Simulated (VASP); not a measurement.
Output of a VASP run:

**OSZICAR**
```
       N       E                     dE             d eps       ncg     rms          rms(c)
DAV:   1     0.456284157323E+03    0.45628E+03   -0.18748E+04   520   0.156E+03
DAV:   2     0.126397734818E+03   -0.32989E+03   -0.32368E+03   624   0.334E+02
DAV:   3     0.820339387727E+02   -0.44364E+02   -0.44015E+02   642   0.134E+02
DAV:   4     0.801292763152E+02   -0.19047E+01   -0.19011E+01   622   0.304E+01
DAV:   5     0.800774264705E+02   -0.51850E-01   -0.51836E-01   806   0.510E+00    0.639E+00
DAV:   6     0.828380600765E+02    0.27606E+01   -0.11867E+01   604   0.431E+01    0.305E+00
DAV:   7     0.856721808813E+02    0.28341E+01   -0.31087E+00   544   0.142E+01    0.138E+00
DAV:   8     0.858126025619E+02    0.14042E+00   -0.44690E-01   582   0.734E+00    0.139E+00
DAV:   9     0.857335411102E+02   -0.79061E-01   -0.62435E-01   600   0.628E+00    0.796E-01
DAV:  10     0.856990835028E+02   -0.34458E-01   -0.85157E-02   562   0.289E+00    0.670E-01
DAV:  11     0.856918781824E+02   -0.72053E-02   -0.73232E-03   636   0.877E-01    0.485E-01
DAV:  12     0.856934208247E+02    0.15426E-02   -0.16016E-02   538   0.813E-01    0.104E-01
DAV:  13     0.856922953922E+02   -0.11254E-02   -0.27860E-03   600   0.342E-01    0.125E-01
DAV:  14     0.856924122073E+02    0.11682E-03   -0.84811E-05   702   0.710E-02    0.173E-01
DAV:  15     0.856921921170E+02   -0.22009E-03   -0.89404E-04   536   0.284E-01    0.623E-02
DAV:  16     0.856920485997E+02   -0.14352E-03   -0.89337E-05   588   0.786E-02    0.479E-02
DAV:  17     0.856920343020E+02   -0.14298E-04   -0.10102E-05   608   0.258E-02    0.263E-02
DAV:  18     0.856920374755E+02    0.31734E-05   -0.21881E-05   540   0.451E-02    0.483E-03
DAV:  19     0.856920235239E+02   -0.13952E-04   -0.76617E-06   624   0.271E-02    0.968E-03
DAV:  20     0.856920228490E+02   -0.67486E-06   -0.87421E-07   592   0.769E-03    0.669E-03
DAV:  21     0.856920224860E+02   -0.36302E-06   -0.17916E-07   462   0.352E-03    0.358E-03
DAV:  22     0.856920225182E+02    0.32213E-07   -0.31877E-08   320   0.165E-03
   1 F= 0.85692023E+02 E0= 0.85692023E+02  d E =0.000000E+00
       N       E                     dE             ncg
       N       E                     dE             ncg
       N       E                     dE             ncg
       N       E                     dE             ncg
       N       E                     dE             ncg
       N       E                     dE             ncg
```

OUTCAR:
```
------------------------ aborting loop because EDIFF is reached ----------------------------------------
  FORCE on cell =-STRESS in cart. coord.  units (eV):
  Direction    XX          YY          ZZ          XY          YZ          ZX
  --------------------------------------------------------------------------------------
  Total        0.8126066      0.8126066      0.8126066     -0.0000000     -0.0000000      0.0000000
  in kB        5.5181065      5.5181065      5.5181065     -0.0000000     -0.0000000      0.0000000
  external PRESSURE =       5.5181065 kB  Pullay stress =       0.0000000 kB
  volume of cell :      235.94
      direct lattice vectors                 reciprocal lattice vectors
     6.179219412  0.000000000  0.000000000     0.161832739  0.000000000  0.000000000
     0.000000000  6.179219412  0.000000000     0.000000000  0.161832739  0.000000000
     0.000000000  0.000000000  6.179219412     0.000000000  0.000000000  0.161832739
 POSITION                                       TOTAL-FORCE (eV/Angst)
 -----------------------------------------------------------------------------------
      0.00000      0.00000      0.00000         0.000000      0.000000      0.000000
      3.08961      3.08961      3.08961         0.000000      0.000000      0.000000
      3.08961      0.00000      3.08961         0.000000      0.000000      0.000000
      0.00000      3.08961      3.08961         0.000000      0.000000      0.000000
      3.08961      3.08961      0.00000         0.000000      0.000000      0.000000
 -----------------------------------------------------------------------------------
    total drift:                               -0.000000     -0.000000     -0.000000
  FREE ENERGIE OF THE ION-ELECTRON SYSTEM (eV)
  ---------------------------------------------------
  free  energy   TOTEN  =        85.6920225182 eV

  energy  without entropy=       85.6920225182  energy(sigma->0) =       85.69202252

 total charge

# of ion       s       p       d       tot
------------------------------------------
    1        1.884   4.727   0.011   6.623
    2        1.321   0.611  10.001  11.933
    3        1.488   2.798   0.011   4.297
    4        1.488   2.798   0.011   4.297
    5        1.488   2.798   0.011   4.297
--------------------------------------------------
tot          7.669  13.733  10.045  31.448

 Electric field gradients after diagonalization (V/A^2)
 (convention: |V_zz| > |V_xx| > |V_yy|)
----------------------------------------------------------------------
 ion       V_xx      V_yy      V_zz     asymmetry (V_yy - V_xx)/ V_zz
----------------------------------------------------------------------
   1       0.000     0.000     0.000      -0.025
   2       0.000     0.000     0.000      -0.036
   3    -176.892  -176.892   353.785       0.000
   4    -176.892  -176.892   353.785       0.000
   5    -176.892  -176.892   353.785       0.000
```
(Selected blocks of OUTCAR.)

### POSCAR
```
CsSnI3
1
    6.1792194123    -0.0000000000     0.0000000000
   -0.0000000000     6.1792194123     0.0000000000
   -0.0000000000    -0.0000000000     6.1792194123
Cs Sn I
1 1 3
Direct
  0.0000000000   0.0000000000   0.0000000000
  0.5000000000   0.5000000000   0.5000000000
  0.5000000000   0.0000000000   0.5000000000
  0.0000000000   0.5000000000   0.5000000000
  0.5000000000   0.5000000000   0.0000000000
```

### Question
Reconstruct the remaining input files.

### Answer
Several could match; the one computed here: the input of the run itself, revTPSS meta-GGA, plane waves, VASP's PBE PAW potentials (set 64).

KPOINTS_OPT:
```
k-points along high-symmetry lines
10
Line-mode
Reciprocal
  0.000000   0.000000   0.000000 ! GAMMA
  0.000000   0.500000   0.000000 ! X

  0.000000   0.500000   0.000000 ! X
  0.500000   0.500000   0.000000 ! M

  0.500000   0.500000   0.000000 ! M
  0.000000   0.000000   0.000000 ! GAMMA

  0.000000   0.000000   0.000000 ! GAMMA
  0.500000   0.500000   0.500000 ! R

  0.500000   0.500000   0.500000 ! R
  0.000000   0.500000   0.000000 ! X

  0.500000   0.500000   0.500000 ! R
  0.500000   0.500000   0.000000 ! M
```

### INCAR
```
SYSTEM = CsSnI3
PREC = Accurate
ENCUT = 520
EDIFF = 1E-7
NELM = 100
ALGO = Normal
LREAL = .FALSE.
LASPH = .TRUE.
ISMEAR = -5
METAGGA = RTPSS
LMIXTAU = .TRUE.
LMAXMIX = 4
LWAVE = .FALSE.
LCHARG = .FALSE.
LORBIT = 11
NEDOS = 601
ISIF = 2
LEFG = .TRUE.
```

File KPOINTS:
```
kpoints
0
Gamma
 4 4 4
0 0 0
```

POTCAR, in this order: Cs_sv Sn_d I (PBE.64 set). Program: vasp_std.

The compound is CsSnI3 in the cubic perovskite structure, the ideal cubic form; the compound distorts at low or room temperature. It was relaxed first.
